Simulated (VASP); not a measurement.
```
Sn
1.0
   -1.81018     1.81018     1.99697
    1.81018    -1.81018     1.99697
    1.81018     1.81018    -1.99697
Sn
1
Cartesian
  1.81018   1.81018  -1.99697
```

The numbers are results of PBEsol GGA, VASP's PBE PAW potentials (set 64) (plane waves; VASP 6.6.1), not measurements. Numerical set-up: 400 eV cut-off, 16×16×16 Γ-centred mesh, tetrahedra with Blöchl corrections, potentials Sn_d.

Unless said otherwise, spin-orbit coupling is left out, though it shifts the bands of the heavy elements here.

### Question
What does the run give for the energy per atom (σ→0), band gap (on the k-mesh) with the smallest direct gap where there is one?

### Answer

```yaml
band gap (on the k-mesh): none (metal, semimetal or under 0.01 eV)
energy per atom (σ→0): -408.5 kJ/mol of atoms
```

The absolute energy has meaning only against runs of the same code, potentials and settings.

The structure comes from a measured Sn entry (I4/mmm) of the Crystallography Open Database, whose conditions weren't checked. It was relaxed first, which changed the volume by -11 %.
